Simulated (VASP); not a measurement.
An input for Ansatz (written as the equivalent of a VASP run, and not itself run):

Ansatz 0.2 input:
```yaml
crystal:
  lattice:
    - [0.0000000, 2.8662197, 2.8662197]
    - [2.8662197, 0.0000000, 2.8662197]
    - [2.8662197, 2.8662197, 0.0000000]
  atoms:
    - { symbol: Al, position: [0.0000000, 0.0000000, 0.0000000] }
    - { symbol: As, position: [0.7500000, 0.7500000, 0.7500000] }
kpoints:
  mp_grid: { grid: [7, 7, 7] }
hamiltonian:
  xc: pbe
  pseudopotentials: { kind: paw }
scf:
  occupations: { method: gaussian, width: 0.05 }
  max_iter: 100
relax:
  max_steps: 60
  f_tol: 0.01
  cell: {}
output: { forces: true, stress: true, eigenvalues: true }
```

### Question
Write the VASP files for the same calculation (PBE).

### Answer
One answer among several that fit: 
KPOINTS:
```
Regular mesh
0
Gamma
7 7 7
0 0 0
```

File POSCAR:
```
AlAs
1
   -0.0000000000     2.8662196861     2.8662196861
    2.8662196861     0.0000000000     2.8662196861
    2.8662196861     2.8662196861     0.0000000000
Al As
1 1
Direct
  0.0000000000   0.0000000000   0.0000000000
  0.7500000000   0.7500000000   0.7500000000
```

### INCAR
```
! general
SYSTEM  = AlAs
PREC    = Accurate
ENCUT   = 480   ! plane-wave cut-off (eV)
LREAL   = .FALSE.   ! projection in real space or not
LASPH   = .TRUE.   ! aspherical one-centre terms

! electronic loop
EDIFF   = 1E-6
NELM    = 100   ! most electronic steps
ALGO    = Normal   ! blocked Davidson
LMAXMIX = 4

! smearing
ISMEAR  = 0   ! Gaussian
SIGMA   = 0.05   ! width (eV)

! functional
GGA     = PE   ! PBE

! ions
IBRION  = 2   ! conjugate gradients
NSW     = 60
ISIF    = 3
EDIFFG  = -0.01   ! ionic stop

! output
LWAVE   = .FALSE.
LCHARG  = .FALSE.
```

POTCAR, in this order: Al As (PBE.64 set). Program: vasp_std.

What does not carry over: each code has its own PAW files, so the cut-off isn't converted (ENCUT is set for VASP's; basis.ecutwfc is left out, and Ansatz then takes the one that its files recommend); Ansatz stops its SCF on the density residual and VASP on the energy change (EDIFF).

The structure comes from a computed database's AlAs entry (F-43m); how it stands against other phases isn't given here. It was relaxed first. The start is the result of an earlier pass.
